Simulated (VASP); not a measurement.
```
CELL_PARAMETERS angstrom
      0.00000     2.63861     2.63861
      2.63861     0.00000     2.63861
      2.63861     2.63861     0.00000
ATOMIC_POSITIONS crystal
  Co 0.00000 0.00000 0.00000
  Si 0.25000 0.25000 0.25000
  Si 0.75000 0.75000 0.75000
```

These are vdW-DF-cx, VASP's PBE PAW potentials (set 64) (plane waves; VASP) values and carry that method's errors. Run with 520 eV cut-off, 10×10×10 Γ-centred mesh, first-order Methfessel-Paxton smearing of 0.10 eV, potentials Co Si.

Give the stress tensor in GPa (positive for a compressed cell).

```
5.92  0.00  0.00
0.00  5.92  0.00
0.00  0.00  5.92
```
The pressure is its mean diagonal, 5.92 GPa.

The compound is CoSi2 in the fluorite structure. This cell is one point of a volume scan, at 0.97 of the reference volume. The run is not spin-polarised, so no magnetic state was tried. The electron count is odd and the run is not spin-polarised, which forces a metal.
